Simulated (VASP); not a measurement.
Consider the following.

```yaml
crystal:
  lattice:
    - [3.58647, 0.00000, 0.00000]
    - [0.00000, 3.58647, 0.00000]
    - [0.00000, 0.00000, 10.15932]
  atoms:
    - { symbol: Zn, position: [0.00000, 0.00000, 0.00000] }
    - { symbol: Zn, position: [0.50000, 0.50000, 0.50000] }
    - { symbol: Cl, position: [0.50000, 0.00000, 0.13255] }
    - { symbol: Cl, position: [0.50000, 0.00000, 0.63255] }
    - { symbol: Cl, position: [0.00000, 0.50000, 0.36745] }
    - { symbol: Cl, position: [0.00000, 0.50000, 0.86745] }
```

Method: LDA (Ceperley-Alder, Perdew-Zunger), VASP's LDA PAW potentials (set 64) (plane waves; VASP 6.6.1). Settings: 400 eV cut-off, Gaussian smearing of 0.050 eV, potentials Zn Cl.

Task: Give the energies of bands 17 to 30 at the high-symmetry points, in eV from the valence-band maximum.

Result: 
| band | Γ | X | M | Z | R | A |
|---|---|---|---|---|---|---|
| 17 | -1.77 | -2.95 | -2.93 | -1.65 | -3.18 | -2.93 |
| 18 | -1.77 | -2.95 | -2.93 | -1.65 | -3.18 | -2.93 |
| 19 | -1.46 | -1.81 | -2.13 | -1.56 | -1.30 | -1.97 |
| 20 | -1.37 | -1.81 | -2.13 | -1.56 | -1.30 | -1.97 |
| 21 | -1.37 | -1.03 | -1.84 | -0.82 | -1.03 | -1.97 |
| 22 | -0.53 | -1.03 | -1.84 | -0.82 | -1.03 | -1.97 |
| 23 | -0.53 | -0.64 | -1.80 | -0.33 | -1.00 | -1.72 |
| 24 | -0.20 | -0.64 | -1.80 | -0.33 | -1.00 | -1.72 |
| 25 | 0.00 | -0.31 | -1.38 | -0.13 | -0.31 | -1.50 |
| 26 | 0.00 | -0.31 | -1.38 | -0.13 | -0.31 | -1.50 |
| 27 | 3.66 | 5.20 | 5.67 | 4.45 | 5.31 | 6.21 |
| 28 | 5.23 | 5.20 | 5.67 | 4.45 | 5.31 | 6.21 |
| 29 | 5.36 | 7.93 | 6.10 | 5.69 | 7.60 | 6.38 |
| 30 | 6.08 | 7.93 | 6.10 | 5.69 | 7.60 | 6.38 |

The gap is direct, 3.66 eV, from the valence maximum at Γ to the conduction minimum at Γ.

The structure comes from a computed database's ZnCl2 entry (P4_2/nmc); how it stands against other phases isn't given here. It was relaxed first, which changed the volume by -12 %.
